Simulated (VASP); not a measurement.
The input files of a VASP run:

### KPOINTS
```
Automatic mesh
0
Gamma
9 9 6
0 0 0
```

INCAR:
```
! general
SYSTEM =GaP
PREC   =Accurate
ENCUT  =400
LREAL  =.FALSE.
LASPH  =.TRUE.

! electronic loop
EDIFF  =1E-6
NELM   =100
ALGO   =Normal
LMAXMIX=4

! smearing
ISMEAR =1
SIGMA  =0.1

! functional
GGA    =PE

! ions
IBRION =2
NSW    =60
ISIF   =3
EDIFFG =-0.01

! output
LWAVE  =.FALSE.
LCHARG =.FALSE.
```

**POSCAR**
```
GaP
1
    4.0439346440     0.0000000000     0.0000000000
   -2.0219673220     3.5021502103     0.0000000000
   -0.0000000000    -0.0000000000     5.8904462656
Ga P
2 2
Direct
  0.3333330000   0.6666670000   0.2500000000
  0.6666670000   0.3333330000   0.7500000000
  0.6666670000   0.3333330000   0.2500000000
  0.3333330000   0.6666670000   0.7500000000
```

POTCAR, in this order: Ga_d P (PBE.64 set). Program: vasp_std.

Problem. Write an equivalent input for Quantum ESPRESSO's pw.x.

Solution. One equivalent input (not run):
```
&CONTROL
  calculation = 'vc-relax'
  pseudo_dir = './pseudo'
  outdir = './out'
  tprnfor = .true.
  tstress = .true.
  nstep = 60
  forc_conv_thr = 0.00039
/
&SYSTEM
  ibrav = 0
  nat = 4
  ntyp = 2
  ecutwfc = 80
  occupations = 'smearing'
  smearing = 'methfessel-paxton'
  degauss = 0.00735
  input_dft = 'pbe'
/
&ELECTRONS
  conv_thr = 7.3e-08
  electron_maxstep = 100
/
&IONS
/
&CELL
/
ATOMIC_SPECIES
  Ga 69.723 Ga.upf
  P 30.974 P.upf
CELL_PARAMETERS angstrom
     4.0439346    0.0000000    0.0000000
    -2.0219673    3.5021502    0.0000000
    -0.0000000   -0.0000000    5.8904463
ATOMIC_POSITIONS crystal
  Ga   0.3333330  0.6666670  0.2500000
  Ga   0.6666670  0.3333330  0.7500000
  P    0.6666670  0.3333330  0.2500000
  P    0.3333330  0.6666670  0.7500000
K_POINTS automatic
  9 9 6 0 0 0
```
The two are equivalent in intent, not identical: the potentials are each code's own (VASP's PAW set, PseudoDojo norm-conserving files in pw.x), so ENCUT and ecutwfc are chosen apart and not converted; conv_thr bounds pw.x's estimated SCF error, while EDIFF bounds the energy change between steps; forc_conv_thr acts on force components and is met together with etot_conv_thr.

The structure was generated: GaP was put into the layered h-BN type type (P6_3/mmc), which need not be its known phase. This run relaxes it. Symmetry was kept, so distortions that lower it aren't found. The start is the result of an earlier pass.
